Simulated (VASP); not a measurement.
Computed with PBE GGA, VASP's PBE PAW potentials (set 64) (plane waves; VASP).

The input files of a VASP run:

File KPOINTS:
```
Automatic mesh
0
Gamma
16 16 16
0 0 0
```

INCAR:
```
NSW=20   ! most ionic steps
ISIF=2
ISMEAR=1
LWAVE=F
NELMIN=4
NELM=100
PREC=Normal
GGA=PE   ! PBE
IBRION=2
EDIFF=1E-5   ! SCF stop (eV)
EDIFFG=-0.03
LASPH=T
SYSTEM=Al
ALGO=Fast
LREAL=F
ENCUT=400   ! plane-wave cut-off (eV)
LCHARG=F
SIGMA=0.1   ! width (eV)
```

### POSCAR
```
Al
1
    0.0000000000     2.0178832814     2.0178832814
    2.0178832814     0.0000000000     2.0178832814
    2.0178832814     2.0178832814     0.0000000000
Al
1
Direct
  0.0000000000   0.0000000000   0.0000000000
```

POTCAR, in this order: Al (PBE.64 set). Program: vasp_std.

Question: Predict the energy per atom (σ→0), band gap (on the k-mesh).

Answer: 
```yaml
energy per atom (σ→0): -361.9 kJ/mol of atoms
band gap (on the k-mesh): none (metal, semimetal or under 0.01 eV)
```

### OSZICAR
```
...
DAV:   3    -0.377370697865E+01   -0.14280E-01   -0.14245E-01  1945   0.266E+00
DAV:   4    -0.377373852077E+01   -0.31542E-04   -0.31543E-04  1955   0.126E-01
DAV:   5    -0.377373871658E+01   -0.19580E-06   -0.19550E-06  1950   0.784E-03    0.131E+00
RMM:   6    -0.376070643232E+01    0.13032E-01   -0.12619E-03  1450   0.296E-01    0.769E-01
RMM:   7    -0.375114833078E+01    0.95581E-02   -0.40474E-03  1450   0.505E-01    0.124E-01
RMM:   8    -0.375116076470E+01   -0.12434E-04   -0.14196E-04  1450   0.114E-01    0.230E-02
RMM:   9    -0.375116276643E+01   -0.20017E-05   -0.24914E-05  1397   0.486E-02
   1 F= -.37511628E+01 E0= -.37512779E+01  d E =-.375116E+01
```

The compound is Al in the fcc structure. It was relaxed first.
